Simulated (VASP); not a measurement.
Given:

```yaml
crystal:
  lattice:
    - [1.67052, -5.23856, 0.00000]
    - [1.67052, 5.23856, 0.00000]
    - [0.00000, 0.00000, 4.33522]
  atoms:
    - { symbol: P, position: [0.10310, 0.89690, 0.92217] }
    - { symbol: P, position: [0.39690, 0.60310, 0.42217] }
    - { symbol: P, position: [0.60310, 0.39690, 0.57783] }
    - { symbol: P, position: [0.89690, 0.10310, 0.07783] }
```

All values below come from rev-vdW-DF2, VASP's PBE PAW potentials (set 64) (plane waves; VASP). Numerical set-up: 520 eV cut-off, 8×8×6 Γ-centred mesh, tetrahedra with Blöchl corrections, potentials P.

Q: Estimate the energy per atom (σ→0).

A: 
| Item | Value |
|---|---|
| energy per atom (σ→0) | -4.242 eV/atom |

Total energies compare only between runs with the same potentials, cut-off and functional.

The compound is P in the black structure. It was relaxed first.
